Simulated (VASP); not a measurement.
A VASP calculation is set up with these files.

**KPOINTS**
```
Regular mesh
0
gamma
7 7 7
0 0 0
```

**INCAR**
```
ALGO  =  Normal
EDIFF  =  1E-6
ENCUT  =  300
GGA  =  PE
ISIF  =  2
ISMEAR  =  -1
LASPH  =  .TRUE.
LCHARG  =  .FALSE.
LREAL  =  .FALSE.
LWAVE  =  .FALSE.
NELM  =  100
PREC  =  Accurate
SIGMA  =  0.01
SYSTEM  =  Si
```

**POSCAR**
```
Si
1.0
  0.0000000000   2.7155000000   2.7155000000
  2.7155000000   0.0000000000   2.7155000000
  2.7155000000   2.7155000000   0.0000000000
Si
2
Cartesian
  0.0000000000   0.0000000000   0.0000000000
  1.3577500000   1.3577500000   1.3577500000
```

POTCAR, in this order: Si (PBE.64 set). Program: vasp_std.

Q: Write an equivalent input for Ansatz.

A: One equivalent input (not run):
Ansatz 0.2 input:
```yaml
crystal:
  lattice:
    - [0.0000000, 2.7155000, 2.7155000]
    - [2.7155000, 0.0000000, 2.7155000]
    - [2.7155000, 2.7155000, 0.0000000]
  atoms:
    - { symbol: Si, position: [0.0000000, 0.0000000, 0.0000000] }
    - { symbol: Si, position: [0.2500000, 0.2500000, 0.2500000] }
kpoints:
  mp_grid: { grid: [7, 7, 7] }
hamiltonian:
  xc: pbe
  pseudopotentials: { kind: paw }
scf:
  occupations: { method: fermi_dirac, width: 0.01 }
  max_iter: 100
output: { forces: true, stress: true, eigenvalues: true }
```
Limits of the translation: each code has its own PAW files, so the cut-off isn't converted (ENCUT is set for VASP's; basis.ecutwfc is left out, and Ansatz then takes the one that its files recommend); Ansatz stops its SCF on the density residual and VASP on the energy change (EDIFF).

The structure is a typed Si crystal (Fd-3m). The cell was not relaxed at this level.
